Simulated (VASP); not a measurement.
Input for VASP

INCAR:
```
ALGO=Normal
EDIFF=1E-6
EDIFFG=-0.01
ENCUT=400
GGA=PS
IBRION=2
ISIF=3
ISMEAR=-1
LASPH=.True.
LCHARG=.False.
LMAXMIX=6
LREAL=.False.
LWAVE=.False.
NELM=100
NSW=50
PREC=Accurate
SIGMA=0.05
SYSTEM=KTaO3
```

### KPOINTS
```
Regular mesh
0
G
6 6 6
```

### POSCAR
```
KTaO3
1
    3.9900000000     0.0000000000     0.0000000000
    0.0000000000     3.9900000000     0.0000000000
    0.0000000000     0.0000000000     3.9900000000
K Ta O
1 1 3
Direct
  0.0000000000   0.0000000000   0.0000000000
  0.5000000000   0.5000000000   0.5000000000
  0.5000000000   0.0000000000   0.5000000000
  0.0000000000   0.5000000000   0.5000000000
  0.5000000000   0.5000000000   0.0000000000
```

POTCAR, in this order: K_sv Ta_pv O (PBE.64 set). Program: vasp_std.

**Question.** Write an equivalent input for Quantum ESPRESSO's pw.x.

**Answer.** One equivalent input (not run):
```
&CONTROL
  calculation = 'vc-relax'
  pseudo_dir = './pseudo'
  outdir = './out'
  tprnfor = .true.
  tstress = .true.
  nstep = 50
  forc_conv_thr = 0.00039
/
&SYSTEM
  ibrav = 0
  nat = 5
  ntyp = 3
  ecutwfc = 84
  occupations = 'smearing'
  smearing = 'fermi-dirac'
  degauss = 0.003675
  input_dft = 'pbesol'
/
&ELECTRONS
  conv_thr = 7.3e-08
  electron_maxstep = 100
/
&IONS
/
&CELL
/
ATOMIC_SPECIES
  K 39.098 K.upf
  Ta 180.948 Ta.upf
  O 15.999 O.upf
CELL_PARAMETERS angstrom
     3.9900000    0.0000000    0.0000000
     0.0000000    3.9900000    0.0000000
     0.0000000    0.0000000    3.9900000
ATOMIC_POSITIONS crystal
  K    0.0000000  0.0000000  0.0000000
  Ta   0.5000000  0.5000000  0.5000000
  O    0.5000000  0.0000000  0.5000000
  O    0.0000000  0.5000000  0.5000000
  O    0.5000000  0.5000000  0.0000000
K_POINTS automatic
  6 6 6 0 0 0
```
What does not carry over: the potentials are each code's own (VASP's PAW set, PseudoDojo norm-conserving files in pw.x), so ENCUT and ecutwfc are chosen apart and not converted; conv_thr bounds pw.x's estimated SCF error, while EDIFF bounds the energy change between steps; forc_conv_thr acts on force components and is met together with etot_conv_thr.

The structure is a typed KTaO3 crystal. This run relaxes it. Symmetry was kept, so distortions that lower it aren't found. The run is one of a series of settings (EDIFFG = -0.01, IBRION = 2, ISIF = 3, NSW = 50 against the base run), some of them coarse on purpose.
